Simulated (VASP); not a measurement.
Data:

```yaml
crystal:
  lattice:
    - [3.17032, 0.00000, 0.00000]
    - [0.00000, 3.17032, 0.00000]
    - [0.00000, 0.00000, 3.17032]
  atoms:
    - { symbol: Zn, position: [0.50000, 0.50000, 0.50000] }
    - { symbol: Au, position: [0.00000, 0.00000, 0.00000] }
```

Computed with vdW-DF-cx, VASP's PBE PAW potentials (set 64) (plane waves; VASP). Run with 520 eV cut-off, 12×12×12 Γ-centred mesh, first-order Methfessel-Paxton smearing of 0.10 eV, potentials Zn Au.

Unless said otherwise, spin-orbit coupling is left out, though it shifts the bands of the heavy elements here.

Task: Predict the energy per atom (σ→0), pressure, band gap (on the k-mesh) with the smallest direct gap where there is one.

Result: 
The band gap (on the k-mesh) is none (metal, semimetal or under 0.01 eV). The energy per atom (σ→0) is 0.238 eV/atom. The pressure comes out as -3.73 GPa.

The absolute energy has meaning only against runs of the same code, potentials and settings.

The compound is AuZn in the CsCl type structure. This cell is one point of a volume scan, at 1.03 of the reference volume. The electron count is odd and the run is not spin-polarised, which forces a metal.
